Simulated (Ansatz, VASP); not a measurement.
# Zr8HN8 (H on ZrN(001)): VASP beside Ansatz, part 2 of 2

One calculation is typed for both programs; each brings its own data sets and cutoff. How far apart do they land?

VASP 6.6.1 and Ansatz 0.2.0.

So far: Starting point; VASP: single point, PBEsol.

### 3. Ansatz: single point, PBEsol

Level of this step: Ansatz beside VASP: Kohn-Sham DFT, plane waves, PBEsol (Ansatz).

Ansatz runs on its default PAW (the set named soft_2) files.

The same cell, functional, mesh and smearing now go to Ansatz, which takes its cutoff from its data sets.

Input file input.yaml:

```yaml
crystal:
  lattice:
    - [6.448813844, 0.0, 0.0]
    - [0.0, 6.448813844, 0.0]
    - [0.0, 0.0, 24.59]
  atoms:
    - { symbol: Zr, position: [0.0, 0.0, 0.325335502] }
    - { symbol: Zr, position: [0.0, 0.5, 0.325335502] }
    - { symbol: Zr, position: [0.5, 0.0, 0.325335502] }
    - { symbol: Zr, position: [0.5, 0.5, 0.325335502] }
    - { symbol: Zr, position: [0.25, 0.25, 0.41805612] }
    - { symbol: Zr, position: [0.25, 0.75, 0.41805612] }
    - { symbol: Zr, position: [0.75, 0.25, 0.41805612] }
    - { symbol: Zr, position: [0.75, 0.75, 0.41805612] }
    - { symbol: Zr, position: [0.0, 0.0, 0.5111887771] }
    - { symbol: Zr, position: [0.0, 0.5, 0.5111887771] }
    - { symbol: Zr, position: [0.5, 0.0, 0.5111887771] }
    - { symbol: Zr, position: [0.5, 0.5, 0.5111887771] }
    - { symbol: Zr, position: [0.25, 0.25, 0.6083692344] }
    - { symbol: Zr, position: [0.25, 0.75, 0.6016729828] }
    - { symbol: Zr, position: [0.75, 0.25, 0.6016729828] }
    - { symbol: Zr, position: [0.75, 0.75, 0.6083692344] }
    - { symbol: "N", position: [0.25, 0.25, 0.325335502] }
    - { symbol: "N", position: [0.25, 0.75, 0.325335502] }
    - { symbol: "N", position: [0.75, 0.25, 0.325335502] }
    - { symbol: "N", position: [0.75, 0.75, 0.325335502] }
    - { symbol: "N", position: [0.0, 0.0, 0.41805612] }
    - { symbol: "N", position: [0.0, 0.5, 0.41805612] }
    - { symbol: "N", position: [0.5, 0.0, 0.41805612] }
    - { symbol: "N", position: [0.5, 0.5, 0.41805612] }
    - { symbol: "N", position: [0.25, 0.25, 0.511594067] }
    - { symbol: "N", position: [0.25, 0.75, 0.5127386564] }
    - { symbol: "N", position: [0.75, 0.25, 0.5127386564] }
    - { symbol: "N", position: [0.75, 0.75, 0.511594067] }
    - { symbol: "N", position: [0.0, 0.0, 0.6030521405] }
    - { symbol: "N", position: [0.0, 0.5, 0.6030521405] }
    - { symbol: "N", position: [0.5, 0.0, 0.6030521405] }
    - { symbol: "N", position: [0.5, 0.5, 0.6030521405] }
    - { symbol: H, position: [0.25, 0.25, 0.6857751137] }
    - { symbol: H, position: [0.75, 0.75, 0.6857751137] }
hamiltonian:
  xc: pbesol
  pseudopotentials: { kind: paw }
kpoints:
  mp_grid: { grid: [4, 4, 1] }
scf:
  occupations: { method: methfessel_paxton, width: 0.1 }
  n_extra_bands: 12
efield:
  axis: 3
  dipole_correction: true
  ramp_width: 0.04
output:
  forces: true
  eigenvalues: true
```

Command:

```bash
> ansatz run input.yaml --threads 8 --pin off --max-ram 18432MiB --backend cpu --events-out ev --progress --plain --runs-dir out
```

Numbers of over 12 decimals in the logs are rounded to 6 here.

Log:

```text
scf.n_extra_bands = 12 over 137 filled bands (N_el = 274.0): the run solves 149 bands
Engine: ansatz 0.2.0, aarch64-unknown-linux-gnu
Pseudopotentials: kind: paw
Pseudopotential: Zr, paw, valence charge 12, recommended cutoff 420 eV (normal), Zr.paw.azcp
Pseudopotential: N, paw, valence charge 5, recommended cutoff 420 eV (normal), N.paw.azcp
Pseudopotential: H, paw, valence charge 1, recommended cutoff 420 eV (normal), H.paw.azcp
Functional definition: PBEsol
  exchange = pbesol_x
  correlation = pbesol_c
Crystal: 34 atoms, lattice volume = 1022.629 Å³
Basis set: ecut = 420 eV, 20015 PW (Γ), exchange–correlation on 90×90×360 points (8 copies of the dense FFT grid, shifted against one another)
Bands: 149, of which v1, the nominal top of the filled ones, is band 137 counted from 1 (136 counted from 0)
Symmetry: 16 space group operations
Space group: P4mm (ITA 99), of the structure as read, at distance tolerance 1.0e-4 Å
k-points: 6 of 16
Non-local potential: Zr, projectors of the file, l = 0: 3, l = 1: 2, l = 2: 2, l = 3: 2
Non-local potential: N, projectors of the file, l = 0: 2, l = 1: 2, l = 2: 1
Non-local potential: H, projectors of the file, l = 0: 2, l = 1: 1
PAW form: soft (Blöchl's): semilocal exchange-correlation on the pseudo side does not see the compensation charge
PAW frozen core: Zr, regenerated for the run's functional, and the local potential with it (the file was generated under x = pbe(κ = 0.804, μ = 0.219515), c = pbe(β = 0.066725))
PAW frozen core: N, regenerated for the run's functional, and the local potential with it (the file was generated under x = pbe(κ = 0.804, μ = 0.219515), c = pbe(β = 0.066725))
PAW one-centre angular grid: Zr, 590 points (default); XC on 64 Gauss nodes
PAW one-centre angular grid: N, 110 points (default); XC on 64 Gauss nodes
PAW one-centre angular grid: H, 110 points (default); XC on 64 Gauss nodes
Initial density: superposition of atomic densities (neutral atoms: chi_scale 0, normalization atom), corrected by the library's trained network
Initial wavefunctions: pseudopotential atomic-orbital guess
Functional: x = pbesol(κ = 0.804, μ = 0.123457), c = pbesol(β = 0.046)
SCF iter   1: F=—  HF=-72197.195048 eV  |F-HF|=—  |Δ(HF+E_count)|=         —  Δρ=8.50e-3  dr2=1.17e0  ethr=1.77e-3  p=-0.663 e·Å  D=-1.17e-1 V/Å  ΔV_dip=2.88 eV  dr2_dipole=1.43e-3  V_vac-E_F(+/−)=5.54/2.66 eV  ⟨swp⟩=7.7  Hψ=4541  notcnv=0
efield: sawtooth ramp at fractional position 0.9856 (placed from the atoms, in the widest stretch of the axis that holds none; the zero of the levels goes with the place), width 0.0400; the density the first Hamiltonian is built on has a dipole p = -0.663 e·Å; the dipole correction subtracts the counter field D = -1.17e-1 V/Å, which shifts the + side's vacuum level by +2.88 eV against the − side's; the planar-averaged density in the ramp window peaks in size at 6.8e-5 e/Å³
preconditioner: auto → LDOS  [metal: Δε(μ)=0.049 eV  Ē_g=7.274 eV  σ=0.100 eV  W_gap=0.38  n_scr=164 (ndim 8)  ℏωp=14.0 eV  f_vac=0.553  D(μ)=17.84/eV (n_scr^D=92)  β→1.0]
SCF iter   2: F=—  HF=-72197.051603 eV  |F-HF|=—  |Δ(HF+E_count)|=   1.43e-1  S|Δr|=    0.00e0  Δρ=5.48e-3  dr2=2.91e-1  ethr=4.27e-4  p=-0.747 e·Å  D=-1.32e-1 V/Å  ΔV_dip=3.25 eV  dr2_dipole=1.78e-3  V_vac-E_F(+/−)=5.75/2.50 eV  ⟨swp⟩=2.3  Hψ=1595  notcnv=0  defer=13
SCF iter   3: F=—  HF=-72197.000474 eV  |F-HF|=—  |Δ(HF+E_count)|=   5.11e-2  S|Δr|=    0.00e0  Δρ=1.40e-3  dr2=6.72e-2  ethr=1.06e-4  p=-0.714 e·Å  D=-1.26e-1 V/Å  ΔV_dip=3.11 eV  dr2_dipole=1.78e-2  V_vac-E_F(+/−)=5.60/2.49 eV  ⟨swp⟩=2.3  Hψ=1387  notcnv=0  defer=13
SCF iter   4: F=—  HF=-72196.995571 eV  |F-HF|=—  |Δ(HF+E_count)|=   4.90e-3  S|Δr|=    0.00e0  Δρ=4.24e-4  dr2=1.72e-2  ethr=2.45e-5  p=-0.736 e·Å  D=-1.30e-1 V/Å  ΔV_dip=3.20 eV  dr2_dipole=2.51e-3  V_vac-E_F(+/−)=5.62/2.42 eV  ⟨swp⟩=2.0  Hψ=1260  notcnv=0  defer=13
SCF iter   5: F=—  HF=-72196.995056 eV  |F-HF|=—  |Δ(HF+E_count)|=   5.15e-4  S|Δr|=    0.00e0  Δρ=3.58e-4  dr2=2.76e-3  ethr=6.27e-6  p=-0.755 e·Å  D=-1.34e-1 V/Å  ΔV_dip=3.28 eV  dr2_dipole=1.07e-3  V_vac-E_F(+/−)=5.60/2.32 eV  ⟨swp⟩=2.3  Hψ=1328  notcnv=0  defer=13
SCF iter   6: F=—  HF=-72196.994743 eV  |F-HF|=—  |Δ(HF+E_count)|=   3.12e-4  S|Δr|=    0.00e0  Δρ=8.23e-5  dr2=2.97e-4  ethr=1.01e-6  p=-0.765 e·Å  D=-1.35e-1 V/Å  ΔV_dip=3.33 eV  dr2_dipole=5.12e-5  V_vac-E_F(+/−)=5.62/2.29 eV  ⟨swp⟩=2.5  Hψ=1487  notcnv=0  defer=13
SCF iter   7: F=—  HF=-72196.994782 eV  |F-HF|=—  |Δ(HF+E_count)|=   3.85e-5  S|Δr|=    0.00e0  Δρ=3.86e-5  dr2=1.38e-4  ethr=1.08e-7  p=-0.771 e·Å  D=-1.36e-1 V/Å  ΔV_dip=3.35 eV  dr2_dipole=1.55e-5  V_vac-E_F(+/−)=5.62/2.27 eV  ⟨swp⟩=2.8  Hψ=1470  notcnv=0  defer=13
SCF iter   8: F=—  HF=-72196.994791 eV  |F-HF|=—  |Δ(HF+E_count)|=   9.41e-6  S|Δr|=    0.00e0  Δρ=2.44e-5  dr2=7.45e-5  ethr=5.03e-8  p=-0.772 e·Å  D=-1.37e-1 V/Å  ΔV_dip=3.36 eV  dr2_dipole=1.93e-5  V_vac-E_F(+/−)=5.62/2.26 eV  ⟨swp⟩=2.3  Hψ=1006  notcnv=0  defer=13
SCF iter   9: F=—  HF=-72196.994333 eV  |F-HF|=—  |Δ(HF+E_count)|=   4.58e-4  S|Δr|=    0.00e0  Δρ=1.71e-5  dr2=1.12e-5  ethr=2.72e-8  p=-0.773 e·Å  D=-1.37e-1 V/Å  ΔV_dip=3.36 eV  dr2_dipole=2.33e-6  V_vac-E_F(+/−)=5.62/2.26 eV  ⟨swp⟩=2.3  Hψ=999  notcnv=0  defer=13
SCF iter  10: F=—  HF=-72196.994333 eV  |F-HF|=—  |Δ(HF+E_count)|=   4.54e-7  S|Δr|=    0.00e0  Δρ=4.23e-6  dr2=7.18e-7  ethr=4.09e-9  p=-0.774 e·Å  D=-1.37e-1 V/Å  ΔV_dip=3.37 eV  dr2_dipole=2.97e-7  V_vac-E_F(+/−)=5.62/2.26 eV  ⟨swp⟩=2.2  Hψ=1245  notcnv=0  defer=13
SCF iter  11: F=—  HF=-72196.994333 eV  |F-HF|=—  |Δ(HF+E_count)|=   5.47e-8  S|Δr|=    0.00e0  Δρ=1.14e-6  dr2=1.01e-7  ethr=2.62e-10  p=-0.774 e·Å  D=-1.37e-1 V/Å  ΔV_dip=3.37 eV  dr2_dipole=3.87e-8  V_vac-E_F(+/−)=5.62/2.26 eV  ⟨swp⟩=2.8  Hψ=1306  notcnv=0  defer=13
SCF iter  12: F=-72196.994333 eV  HF=-72196.994333 eV  |F-HF|=1.45e-8  |Δ(HF+E_count)|=   2.93e-8  S|Δr|=    0.00e0  Δρ=4.91e-7  dr2=1.16e-8  ethr=3.65e-11  p=-0.774 e·Å  D=-1.37e-1 V/Å  ΔV_dip=3.37 eV  dr2_dipole=6.57e-9  V_vac-E_F(+/−)=5.62/2.26 eV  ⟨swp⟩=15.8  Hψ=3469  notcnv=0
SCF 1 converged in 12 iterations: F = -72196.994333 eV  dr2 = 1.16e-8
  greatest PAW one-centre occupation: 0.996 electrons in one spin orbital (limit 2), on the Zr atom at site 3 (counted from 0), in its partial waves of l = 0
SCF converged after 12 iterations
Stability not checked: this state was not tested for a lower state beside it, because cold or Methfessel-Paxton smearing, or corrected tetrahedra, fill the levels in a way that the test cannot read (fill_not_monotonic; see scf.lower_state_search)
Free energy (F): -72196.994333 eV
Harris-Foulkes:  -72196.994333 eV  (|F-HF|=1.45e-8)
Internal energy: -72196.982987 eV  (E = F + TS)
E sigma→0 (E₀):  -72196.991496 eV
Entropy (-TS):   -0.011346 eV (-0.334 meV/atom)
Fermi energy:    4.115316 eV
Step filling:    the computed levels leave a gap of 0.0144 eV = 0.1 smearing widths at the electron count; against every level under it full and every level over it empty, smearing changes F+E_penalty+E_count by -7.760 meV and its σ→0 estimate by -4.923 meV
Dipole field:    D = -0.136832 V/Å  (p = -0.773291 e·Å, saw-weighted, corrected)
Work function:   Φ+ = 5.6214 eV   Φ− = 2.2567 eV
Levels:          The Fermi level and band energies are counted from a zero that moves with the ramp; work functions are not
--- Per-component energies (eV) ---
  E_band       = -4047.911656
  E_kinetic    = 7459.249289
  E_local      = -276156.623668  (includes V_loc(G=0)·N_el)
  E_nonlocal   = 2003.757058
  E_hartree    = 134293.793067
  E_xc         = -3558.832692
  E_vxc        = -4313.126060  (∫ρ·V_xc dr)
  E_paw        = -48346.797926  (= ΣΔE_a)
  E_vpaw       = -1592.787930  (= ΣTr[D̂ρ^β])
  E_aug_tail   = -0.000478  (compensation charges beyond the density's cutoff)
  E_efield     = 0.052905  (sawtooth field / dipole correction)
  E_vefield    = -35.955335  (∫n·V_field dr)
  E_ewald      = 112105.318350
  E_core_change = 3.101108  (= ΣΔE_core)
  E_smearing   = -0.011346  (= −TS)
  E_closure    = -0.000000  (closes the sum)
  Σ components = -72196.994333   (vs F -72196.994333, Δ=0.00e0)
--- Forces (eV/Å), atoms counted from 1 ---
  atom   1  Zr     0.00000000     0.00000000     1.70371536
  atom   2  Zr     0.00000000     0.00000000     1.70371536
  atom   3  Zr     0.00000000     0.00000000     1.70371536
  atom   4  Zr     0.00000000     0.00000000     1.70371536
  atom   5  Zr    -0.00000000    -0.00000000    -0.30698660
  atom   6  Zr     0.00000000     0.00000000     0.32236869
  atom   7  Zr     0.00000000     0.00000000     0.32236869
  atom   8  Zr    -0.00000000    -0.00000000    -0.30698660
  atom   9  Zr    -0.00000000     0.00000000    -0.00485238
  atom  10  Zr    -0.00000000    -0.00000000    -0.00485238
  atom  11  Zr    -0.00000000    -0.00000000    -0.00485238
  atom  12  Zr    -0.00000000     0.00000000    -0.00485238
  atom  13  Zr    -0.00000000     0.00000000    -0.01524326
  atom  14  Zr    -0.00000000    -0.00000000    -0.01096505
  atom  15  Zr    -0.00000000    -0.00000000    -0.01096505
  atom  16  Zr    -0.00000000     0.00000000    -0.01524326
  atom  17  N     -0.00000000     0.00000000    -1.07436022
  atom  18  N     -0.00000000     0.00000000    -0.64869833
  atom  19  N     -0.00000000     0.00000000    -0.64869833
  atom  20  N     -0.00000000     0.00000000    -1.07436022
  atom  21  N     -0.00000000     0.00000000    -0.83209051
  atom  22  N     -0.00000000     0.00000000    -0.83209051
  atom  23  N     -0.00000000     0.00000000    -0.83209051
  atom  24  N     -0.00000000     0.00000000    -0.83209051
  atom  25  N      0.00000000     0.00000000     0.01550742
  atom  26  N      0.00000000     0.00000000     0.00946120
  atom  27  N      0.00000000     0.00000000     0.00946120
  atom  28  N      0.00000000     0.00000000     0.01550742
  atom  29  N      0.00000000     0.00000000    -0.00271847
  atom  30  N     -0.00000000     0.00000000    -0.00271847
  atom  31  N     -0.00000000     0.00000000    -0.00271847
  atom  32  N      0.00000000     0.00000000    -0.00271847
  atom  33  H     -0.00000000    -0.00000000    -0.01923149
  atom  34  H     -0.00000000    -0.00000000    -0.01923149
  max |Σ_I F_I| component: 7.92e-5 eV/Å
--- Band table (eV; the first three rows and the last of 6) ---
  k-point 0: bands = [... 133 lower, 2.6978, 2.7243, 3.3844, 3.7296, 3.7296, 4.1556, 4.5130, 4.5130, ... 8 higher]
  k-point 1: bands = [... 133 lower, 2.7359, 3.3657, 3.9519, 3.9646, 4.0302, 4.1253, 4.4097, 4.5609, ... 8 higher]
  k-point 2: bands = [... 133 lower, 3.3249, 3.5652, 3.5652, 4.0818, 4.0818, 4.3047, 4.3047, 4.6230, ... 8 higher]
  k-point 5: bands = [... 133 lower, 2.9911, 4.4327, 4.4327, 4.7222, 4.7222, 4.9217, 4.9217, 5.0355, ... 8 higher]
```

Elapsed: 15 s, on 8 threads of Arm Neoverse V2, shared host; peak memory 3.6 GiB.

In the SCF lines HF is the Harris–Foulkes energy and dr2 the Hartree energy of the density residual, in eV; the loop may stop once dr2 is under the threshold and the program's other checks hold. Hψ counts applications of the Hamiltonian.

### 4. Side by side

Known differences besides the potentials themselves: the cutoff is 420 eV in Ansatz and 400 eV in VASP (PREC = Normal, projectors in real space); Ansatz makes its cores anew for this functional, VASP keeps those of its PBE data sets. Total energies have different zeros and are not compared.

Compared:

```
                                   quantity  Ansatz  VASP  difference
 work function, lower of the two faces (eV)    2.26  2.22       +0.04
work function, higher of the two faces (eV)    5.62  5.60       +0.02
```

Forces on 9 of the 34 atoms, those with the largest forces and the largest differences (eV/Å; atoms numbered as in POSCAR):

```
atom        Ansatz x, y, z          VASP x, y, z
 Zr1   0.000, 0.000, 1.704   0.000, 0.000, 1.672
 Zr2   0.000, 0.000, 1.704   0.000, 0.000, 1.672
 Zr3   0.000, 0.000, 1.704   0.000, 0.000, 1.672
 Zr4   0.000, 0.000, 1.704   0.000, 0.000, 1.672
Zr14  0.000, 0.000, -0.011   0.000, 0.000, 0.021
Zr15  0.000, 0.000, -0.011   0.000, 0.000, 0.021
 N17  0.000, 0.000, -1.074  0.000, 0.000, -1.087
 N20  0.000, 0.000, -1.074  0.000, 0.000, -1.087
 N24  0.000, 0.000, -0.832  0.000, 0.000, -0.831
```

The forces differ by 9.7 meV/Å r.m.s., which is 2.3 % of the r.m.s. force of 0.42 eV/Å (both taken over all components, held atoms included). VASP's log warns that it found no field-free region in the vacuum, so its work functions are uncertain.

### 5. Summary of results

```
r.m.s. force difference (single point, PBEsol) : 2.3 % of the r.m.s. force
```

What this shows: The r.m.s. force difference is 2.3 % of the r.m.s. force (single point, PBEsol), within the 3 % picked in this series as the mark of a large difference. Such differences can come from data sets, numerical settings and the points named under the comparisons, not from the functional's error against experiment.

[Lines on the potential files, build, host, timing and source positions are cut from VASP's logs without a mark.]

[Logs are printed without paths, hosts, clocks, repeated set-up lines and the standing remarks that a program may print on its own settings, such as how far it seeks lower states.]

[Hosts, paths, dates, database ids (printed as entryN), source tags and the programs' standing remarks are cut or masked in the printed files.]
